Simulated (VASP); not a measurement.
Set up this calculation in VASP 6.6.1, as the native input.

| Item | Value |
| --- | --- |
| Task | single point |
| Functional | PBE |
| Dispersion | D3(BJ) |
| Potentials or basis | VASP PAW PBE potentials, release 64 (Mo_sv, S) |
| Cutoff | 520 eV |
| k mesh | 8 × 8 × 2 |
| Occupations | fermi-dirac, width 0.05 eV |
| Spin | no spin polarisation |
| Further INCAR settings | ALGO = Fast; EDIFF = 1e-06 |

The structure of MoS2 lies in POSCAR:

```
MoS2
1.0
    3.1610000000      0.0000000000      0.0000000000
   -1.5805000000      2.7375063014      0.0000000000
    0.0000000000      0.0000000000     13.7704000000
Mo S
2 4
Direct
    0.3333333333      0.6666666667      0.2500000000
    0.6666666667      0.3333333333      0.7500000000
    0.6666666667      0.3333333333      0.3636495672
    0.6666666667      0.3333333333      0.1363504328
    0.3333333333      0.6666666667      0.8636495672
    0.3333333333      0.6666666667      0.6363504328
```

The cell was built by a generator and needn't be a form met in nature.

The input as run:

INCAR

```
PREC = Accurate ; ENCUT = 520
EDIFF = 1E-6 ; ISMEAR = -1
SIGMA = 0.05 ; LREAL = F
LASPH = T ; NELM = 60
ALGO = Fast ; ISIF = 2
LWAVE = F ; LCHARG = F
GGA = PE ; IVDW = 12
```

KPOINTS

```
Automatic mesh
0
Gamma
  8 8 2
```

Potentials or basis: VASP PAW PBE potentials, release 64 (Mo_sv, S).

Command:

```console
$ cat potpaw_PBE.64/Mo_sv/POTCAR potpaw_PBE.64/S/POTCAR > POTCAR
$ mpirun -np 1 vasp_std > vasp.out
```

Results of the run:

The pressure is -1.3 GPa and the largest force is 0.059 eV/Å. The band gap on the k mesh is 1.52 eV, indirect (least direct gap 2.02 eV) and the dispersion energy per atom is -0.383 eV.

Run time: 36 s on 1 thread of Intel(R) Xeon(R) 6975P-C (Granite Rapids), with other jobs on the host, peak memory 0.27 GiB.
